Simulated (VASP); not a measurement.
Consider the following.

```xyz
2
Lattice="3.1500 0.0000 0.0000 0.0000 3.1500 0.0000 0.0000 0.0000 3.1500" Properties=species:S:1:pos:R:3 pbc="T T T"
Zn     1.5750     1.5750     1.5750
Au     0.0000     0.0000     0.0000
```

These are vdW-DF-cx, VASP's PBE PAW potentials (set 64) (plane waves; VASP) values and carry that method's errors. Run with 520 eV cut-off, 10×10×10 Γ-centred mesh, first-order Methfessel-Paxton smearing of 0.10 eV, potentials Zn Au.

Question: The ions, cell shape and volume are relaxed. Which structure does the run end with?

Answer: 
```xyz
2
Lattice="3.1392 0.0000 0.0000 0.0000 3.1392 0.0000 0.0000 0.0000 3.1392" Properties=species:S:1:pos:R:3 pbc="T T T"
Zn     1.5696     1.5696     1.5696
Au     0.0000     0.0000     0.0000
```
Space group Pm-3m (221), at a tolerance of 0.03 Å.

Question: How do energy and volume change from the first to the last step?

Answer: The energy (σ→0) changes by -0.7 meV/atom and the volume by -1.0 %, in 3 ionic steps.

The compound is AuZn in the CsCl type structure. This run relaxes it. Symmetry was kept, so distortions that lower it aren't found. The electron count is odd and the run is not spin-polarised, which forces a metal.
